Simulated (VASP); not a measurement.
OSZICAR of a VASP run on HfB₂ (AlB2 type):

OSZICAR:
```
       N       E                     dE             d eps       ncg     rms          rms(c)
DAV:   1     0.344858170273E+02    0.34486E+02   -0.84459E+03  2736   0.126E+03
DAV:   2    -0.213598896889E+02   -0.55846E+02   -0.52526E+02  3504   0.236E+02
DAV:   3    -0.231509809522E+02   -0.17911E+01   -0.17579E+01  3640   0.320E+01
DAV:   4    -0.231685746233E+02   -0.17594E-01   -0.17819E-01  3348   0.332E+00
DAV:   5    -0.231688024300E+02   -0.22781E-03   -0.23403E-03  3620   0.300E-01    0.453E+01
DAV:   6    -0.201807638221E+02    0.29880E+01   -0.74541E+00  3296   0.173E+01    0.351E+01
DAV:   7    -0.201468560010E+02    0.33908E-01   -0.15675E+00  3528   0.837E+00    0.156E+01
DAV:   8    -0.201216003580E+02    0.25256E-01   -0.32958E-01  3296   0.413E+00    0.264E+00
DAV:   9    -0.201132155373E+02    0.83848E-02   -0.38377E-02  3288   0.143E+00    0.237E-01
DAV:  10    -0.201134165314E+02   -0.20099E-03   -0.15086E-03  3284   0.326E-01    0.407E-01
DAV:  11    -0.201134833591E+02   -0.66828E-04   -0.15415E-04  3420   0.125E-01    0.918E-02
DAV:  12    -0.201134752302E+02    0.81289E-05   -0.72715E-06  3360   0.268E-02    0.494E-02
DAV:  13    -0.201134773176E+02   -0.20874E-05   -0.38196E-06  3164   0.210E-02    0.245E-03
DAV:  14    -0.201134778296E+02   -0.51194E-06   -0.93725E-08  2536   0.286E-03    0.405E-03
DAV:  15    -0.201134778856E+02   -0.56069E-07   -0.51877E-08  1864   0.230E-03
   1 F= -.20113478E+02 E0= -.20113478E+02  d E =0.000000E+00
```

Question: Which electronic solver shows in the log?

Answer: It is blocked Davidson (ALGO = Normal, or the opening steps of other solvers). The INCAR had ALGO = Normal.

Question: Can the final energy be trusted as converged?

Answer: The calculation finished and met its thresholds. It stopped with EDIFF = 1E-7, NELM = 100 (vdW-DF2, plane waves, VASP's PBE PAW potentials (set 64)).

The compound is HfB2 in the AlB2 type structure. It was relaxed first.
